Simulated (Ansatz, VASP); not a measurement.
# Cross-check of InH between VASP and Ansatz, part 2 of 3

Wanted: the spread between two codes on one cell, functional and k mesh. The cell is generated by rule, not measured, and may not be a known phase. The cell is taken from a series of runs on this material, whose earlier steps may have relaxed, scaled, displaced or heated it; both programs get it as it stands.

VASP 6.6.1 and Ansatz 0.2.0.

So far: Starting point; VASP: zone-centre phonons, PBE.

**2. VASP: zone-centre phonons, PBE (continued)**

Level of this step: PBE; plane waves and PAW (In_d, H); invented cell (VASP).

From OUTCAR (step 2):

```text
ion  position               nearest neighbor table
   1  0.750  0.500  0.796-   6 2.00   5 2.05   5 2.05   2 3.39   2 3.39   3 3.56   3 3.56   3 3.56
                             3 3.56   4 3.72   4 3.72   2 3.90   2 3.90
   2  0.750  0.000  0.347-   6 2.44   6 2.44   3 3.34   3 3.34   1 3.39   1 3.39   4 3.56   4 3.56
                             4 3.56   4 3.56   1 3.90   1 3.90
   3  0.250  0.000  0.653-   7 2.44   7 2.44   2 3.34   2 3.34   4 3.39   4 3.39   1 3.56   1 3.56
                             1 3.56   1 3.56   4 3.90   4 3.90
   4  0.250  0.500  0.204-   7 2.00   8 2.05   8 2.05   3 3.39   3 3.39   2 3.56   2 3.56   2 3.56
                             2 3.56   1 3.72   1 3.72   3 3.90   3 3.90
   5  0.750  0.000  0.831-   1 2.05   1 2.05
   6  0.750  0.500  0.127-   1 2.00   2 2.44   2 2.44
   7  0.250  0.500  0.873-   4 2.00   3 2.44   3 2.44
   8  0.250  0.000  0.169-   4 2.05   4 2.05

  LATTYP: Found a simple orthorhombic cell.
 ALAT       =     4.0827535675
 B/A-ratio  =     1.3650804303
 C/A-ratio  =     1.4786935085

 Subroutine GETGRP returns: Found  8 space group operations
 (whereof  4 operations were pure point group operations)

The static configuration has the point symmetry C_2h.
 The point group associated with its full space group is D_2h.

 Found     80 irreducible k-points:

   k-points           NKPTS =     80   k-points in BZ     NKDIM =     80   number of bands    NBANDS=     36

   dimension x,y,z NGX =    42 NGY =   30 NGZ =   48
   dimension x,y,z NGXF=    84 NGYF=   60 NGZF=   96

   ENCUT  =  500.0 eV  36.75 Ry    6.06 a.u.  10.16  7.44 11.01*2*pi/ulx,y,z

   NELECT =      56.0000    total number of electrons

 k-points in reciprocal lattice and weights: Automatic mesh
   0.00000000  0.00000000  0.00000000       0.003
   0.16666667  0.00000000  0.00000000       0.007
   0.33333333  0.00000000  0.00000000       0.007
   0.50000000  0.00000000  0.00000000       0.003
   0.00000000  0.12500000  0.00000000       0.007
   0.16666667  0.12500000  0.00000000       0.014
   0.33333333  0.12500000  0.00000000       0.014
   0.50000000  0.12500000  0.00000000       0.007
   0.00000000  0.25000000  0.00000000       0.007
[...]
-----------------------------------------------------------------------------------
    total drift:                                0.000000     -0.000000     -0.000000

 Eigenvectors and eigenvalues of the dynamical matrix
 ----------------------------------------------------

   1 f  =   28.493686 THz   179.031111 2PiTHz  950.447070 cm-1   117.840365 meV
             X         Y         Z           dx          dy          dz
      4.179965  2.041377  4.805110    -0.000000   -0.000000    0.033272
      4.179965  0.000000  2.093558     0.000000   -0.000000    0.002135
      1.393322  0.000000  3.943583     0.000000   -0.000000   -0.002135
      1.393322  2.041377  1.232032    -0.000000    0.000000   -0.033272
      4.179965  0.000000  5.014388    -0.000000    0.000000    0.232338
      4.179965  2.041377  0.764384    -0.000000   -0.000000   -0.667014
      1.393322  2.041377  5.272757     0.000000    0.000000    0.667014
      1.393322  0.000000  1.022753    -0.000000   -0.000000   -0.232338

   2 f  =   27.281287 THz   171.413385 2PiTHz  910.005797 cm-1   112.826288 meV
             X         Y         Z           dx          dy          dz
      4.179965  2.041377  4.805110     0.000000    0.000000   -0.039470
      4.179965  0.000000  2.093558    -0.000000    0.000000    0.005442
      1.393322  0.000000  3.943583    -0.000000    0.000000    0.005442
      1.393322  2.041377  1.232032     0.000000   -0.000000   -0.039470
      4.179965  0.000000  5.014388     0.000000   -0.000000   -0.281802
      4.179965  2.041377  0.764384     0.000000    0.000000    0.647302
      1.393322  2.041377  5.272757    -0.000000   -0.000000    0.647302
      1.393322  0.000000  1.022753     0.000000    0.000000   -0.281802

   3 f  =   27.064367 THz   170.050434 2PiTHz  902.770115 cm-1   111.929179 meV
             X         Y         Z           dx          dy          dz
      4.179965  2.041377  4.805110    -0.000000    0.056505    0.000000
      4.179965  0.000000  2.093558    -0.000000    0.000878   -0.000000
      1.393322  0.000000  3.943583     0.000000   -0.000878   -0.000000
      1.393322  2.041377  1.232032     0.000000   -0.056505   -0.000000
      4.179965  0.000000  5.014388     0.000000   -0.666460    0.000000
      4.179965  2.041377  0.764384     0.000000    0.229430   -0.000000
      1.393322  2.041377  5.272757     0.000000   -0.229430   -0.000000
      1.393322  0.000000  1.022753    -0.000000    0.666460    0.000000

   4 f  =   26.247191 THz   164.915966 2PiTHz  875.512058 cm-1   108.549612 meV
             X         Y         Z           dx          dy          dz
      4.179965  2.041377  4.805110     0.000000    0.057498   -0.000000
      4.179965  0.000000  2.093558    -0.000000   -0.014268    0.000000
      1.393322  0.000000  3.943583     0.000000   -0.014268    0.000000
      1.393322  2.041377  1.232032     0.000000    0.057498    0.000000
      4.179965  0.000000  5.014388     0.000000   -0.673485   -0.000000
      4.179965  2.041377  0.764384     0.000000    0.207142    0.000000
      1.393322  2.041377  5.272757     0.000000    0.207142    0.000000
      1.393322  0.000000  1.022753    -0.000000   -0.673485   -0.000000

   5 f  =   12.942668 THz    81.321181 2PiTHz  431.720933 cm-1    53.526550 meV
             X         Y         Z           dx          dy          dz
      4.179965  2.041377  4.805110     0.000000   -0.000000   -0.068160
      4.179965  0.000000  2.093558     0.000000    0.000000    0.027832
      1.393322  0.000000  3.943583    -0.000000    0.000000   -0.027832
      1.393322  2.041377  1.232032     0.000000   -0.000000    0.068160
      4.179965  0.000000  5.014388    -0.000000    0.000000    0.665149
      4.179965  2.041377  0.764384     0.000000   -0.000000    0.228378
      1.393322  2.041377  5.272757    -0.000000   -0.000000   -0.228378
      1.393322  0.000000  1.022753     0.000000    0.000000   -0.665149

   6 f  =    9.179712 THz    57.677833 2PiTHz  306.202242 cm-1    37.964222 meV
             X         Y         Z           dx          dy          dz
      4.179965  2.041377  4.805110    -0.000000    0.144342    0.000000
      4.179965  0.000000  2.093558    -0.000000   -0.016896   -0.000000
      1.393322  0.000000  3.943583     0.000000    0.016896    0.000000
      1.393322  2.041377  1.232032    -0.000000   -0.144342    0.000000
      4.179965  0.000000  5.014388     0.000000   -0.214300   -0.000000
      4.179965  2.041377  0.764384    -0.000000   -0.657993   -0.000000
      1.393322  2.041377  5.272757     0.000000    0.657993   -0.000000
      1.393322  0.000000  1.022753    -0.000000    0.214300   -0.000000

   7 f  =    8.978833 THz    56.415672 2PiTHz  299.501631 cm-1    37.133453 meV
             X         Y         Z           dx          dy          dz
      4.179965  2.041377  4.805110    -0.000000   -0.000000    0.124776
      4.179965  0.000000  2.093558    -0.000000    0.000000   -0.041271
      1.393322  0.000000  3.943583     0.000000   -0.000000   -0.041271
      1.393322  2.041377  1.232032     0.000000    0.000000    0.124776
      4.179965  0.000000  5.014388     0.000000    0.000000   -0.639912
      4.179965  2.041377  0.764384    -0.000000    0.000000   -0.270630
      1.393322  2.041377  5.272757     0.000000   -0.000000   -0.270630
      1.393322  0.000000  1.022753    -0.000000   -0.000000   -0.639912

   8 f  =    8.221009 THz    51.654123 2PiTHz  274.223342 cm-1    33.999346 meV
             X         Y         Z           dx          dy          dz
      4.179965  2.041377  4.805110    -0.003061   -0.000000    0.000000
      4.179965  0.000000  2.093558    -0.061234    0.000000   -0.000000
      1.393322  0.000000  3.943583     0.061234    0.000000    0.000000
      1.393322  2.041377  1.232032     0.003061    0.000000   -0.000000
      4.179965  0.000000  5.014388     0.682270    0.000000    0.000000
      4.179965  2.041377  0.764384    -0.175354    0.000000    0.000000
      1.393322  2.041377  5.272757     0.175354   -0.000000    0.000000
      1.393322  0.000000  1.022753    -0.682270   -0.000000    0.000000

   9 f  =    7.142000 THz    44.874511 2PiTHz  238.231482 cm-1    29.536926 meV
             X         Y         Z           dx          dy          dz
      4.179965  2.041377  4.805110    -0.000000   -0.206054    0.000000
      4.179965  0.000000  2.093558     0.000000    0.137401    0.000000
      1.393322  0.000000  3.943583    -0.000000    0.137401   -0.000000
      1.393322  2.041377  1.232032     0.000000   -0.206054    0.000000
      4.179965  0.000000  5.014388    -0.000000    0.175889    0.000000
      4.179965  2.041377  0.764384    -0.000000    0.638534    0.000000
      1.393322  2.041377  5.272757    -0.000000    0.638534    0.000000
      1.393322  0.000000  1.022753     0.000000    0.175889    0.000000

  10 f  =    3.022494 THz    18.990887 2PiTHz  100.819534 cm-1    12.500023 meV
             X         Y         Z           dx          dy          dz
      4.179965  2.041377  4.805110    -0.433563   -0.000000   -0.000000
      4.179965  0.000000  2.093558    -0.553031    0.000000   -0.000000
      1.393322  0.000000  3.943583     0.553031    0.000000   -0.000000
      1.393322  2.041377  1.232032     0.433563   -0.000000    0.000000
      4.179965  0.000000  5.014388    -0.033275   -0.000000    0.000000
      4.179965  2.041377  0.764384     0.071221    0.000000    0.000000
      1.393322  2.041377  5.272757    -0.071221   -0.000000    0.000000
      1.393322  0.000000  1.022753     0.033275   -0.000000    0.000000

  11 f  =    2.617096 THz    16.443702 2PiTHz   87.296941 cm-1    10.823436 meV
             X         Y         Z           dx          dy          dz
      4.179965  2.041377  4.805110     0.000000    0.000000   -0.621659
      4.179965  0.000000  2.093558    -0.000000   -0.000000    0.327659
      1.393322  0.000000  3.943583    -0.000000   -0.000000   -0.327659
      1.393322  2.041377  1.232032     0.000000    0.000000    0.621659
    [... 145 further lines ...]
      1.393322  2.041377  5.272757     0.503093   -0.000000    0.000000
      1.393322  0.000000  1.022753    -0.496343   -0.000000    0.000000

 ELASTIC MODULI CONTR FROM IONIC RELAXATION (kBar)
 Direction    XX          YY          ZZ          XY          YZ          ZX
 --------------------------------------------------------------------------------
 XX         -67.3565     -6.0670   -159.5820      0.0000      0.0000     -0.0000
 YY          -6.0670    -41.3103    -75.2397      0.0000     -0.0000      0.0000
 ZZ        -159.5820    -75.2397   -523.1061      0.0000      0.0000     -0.0000
 XY           0.0000      0.0000      0.0000      0.0000      0.0000      0.0000
 YZ           0.0000     -0.0000      0.0000      0.0000     -2.9917      0.0000
 ZX          -0.0000      0.0000     -0.0000      0.0000      0.0000    -24.5597
 --------------------------------------------------------------------------------
```

Energies printed during the response cycles are not total energies of the cell.

[end of part 2 of 3]

[Lines on the potential files, build, host, timing and source positions are cut from VASP's logs without a mark.]

[Logs are printed without paths, hosts, clocks, repeated set-up lines and the standing remarks that a program may print on its own settings, such as how far it seeks lower states.]

[Hosts, paths, dates, database ids (printed as entryN), source tags and the programs' standing remarks are cut or masked in the printed files.]
